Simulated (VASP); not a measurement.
Band gaps of BaTiO₃ (space group P4mm) from VASP (PAW), without and with spin-orbit coupling. Semilocal levels are at their own relaxed cell, hybrids and mBJ at PBE's; 0.00 means no gap at that level.  Unless said otherwise, spin-orbit coupling is left out, though it shifts the bands of the heavy elements here.

The cell of the r2SCAN+rVV10 run:

Space group P4mm (No. 99); a = b = 3.9816 Å, c = 4.0843 Å, α = β = γ = 90.00°

```json
[
 {"atom": "Ba", "site": "1a", "symmetry": "4mm", "x": "0.0000", "y": "0.0000", "z": "0.0077"},
 {"atom": "Ti", "site": "1b", "symmetry": "4mm", "x": "0.5000", "y": "0.5000", "z": "0.4905"},
 {"atom": "O", "site": "1b", "symmetry": "4mm", "x": "0.5000", "y": "0.5000", "z": "0.0382"},
 {"atom": "O", "site": "2c", "symmetry": "2mm.", "x": "0.0000", "y": "0.5000", "z": "0.5243"}
]
```

| level | gap without SOC (eV) | gap with SOC (eV) | shift (eV) |
|---|---|---|---|
| r2SCAN+rVV10 | 2.18 | [?] | [?] |

Fill in the missing entries.

- r2SCAN+rVV10, gap with SOC (eV): 2.18
- r2SCAN+rVV10, shift (eV): +0.00

Only levels that ran to the end are used. Left out are those held back, those with too coarse a band path, GW runs whose mesh misses a band edge, hybrids' fits of cells that aren't cubic and levels without matching references; a question may draw on a part of the rest.

The structure comes from a measured BaTiO3 entry (P4mm) of the Crystallography Open Database, whose conditions weren't checked. It was relaxed first. Symmetry was kept, so distortions that lower it aren't found.
